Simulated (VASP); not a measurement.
The input files of a VASP run:

### KPOINTS
```
kpoints
0
G
  15 15 15
```

### INCAR
```
ALGO = All
EDIFF = 1E-6
ENCUT = 400
GGA = PE
ISIF = 2
ISMEAR = 1
LASPH = .TRUE.
LCHARG = .FALSE.
LMAXMIX = 6
LREAL = .FALSE.
LWAVE = .FALSE.
NELM = 100
PREC = Accurate
SIGMA = 0.1
SYSTEM = W
```

POSCAR:
```
W
1
   -1.5800000000     1.5800000000     1.5800000000
    1.5800000000    -1.5800000000     1.5800000000
    1.5800000000     1.5800000000    -1.5800000000
W
1
Direct
  0.0000000000   0.0000000000   0.0000000000
```

POTCAR, in this order: W_sv (PBE.64 set). Program: vasp_std.

Q: Write an equivalent input for Quantum ESPRESSO's pw.x.

A: One equivalent input (not run):
```
&CONTROL
  calculation = 'scf'
  pseudo_dir = './pseudo'
  outdir = './out'
  tprnfor = .true.
  tstress = .true.
/
&SYSTEM
  ibrav = 0
  nat = 1
  ntyp = 1
  ecutwfc = 74
  occupations = 'smearing'
  smearing = 'methfessel-paxton'
  degauss = 0.00735
  input_dft = 'pbe'
/
&ELECTRONS
  conv_thr = 7.3e-08
  electron_maxstep = 100
/
ATOMIC_SPECIES
  W 183.840 W.upf
CELL_PARAMETERS angstrom
    -1.5800000    1.5800000    1.5800000
     1.5800000   -1.5800000    1.5800000
     1.5800000    1.5800000   -1.5800000
ATOMIC_POSITIONS crystal
  W    0.0000000  0.0000000  0.0000000
K_POINTS automatic
  15 15 15 0 0 0
```
Limits of the translation: the potentials are each code's own (VASP's PAW set, PseudoDojo norm-conserving files in pw.x), so ENCUT and ecutwfc are chosen apart and not converted; conv_thr bounds pw.x's estimated SCF error, while EDIFF bounds the energy change between steps.

The compound is W in the bcc structure. The cell was not relaxed at this level. The run is one of a series of settings (ALGO = All against the base run), some of them coarse on purpose.
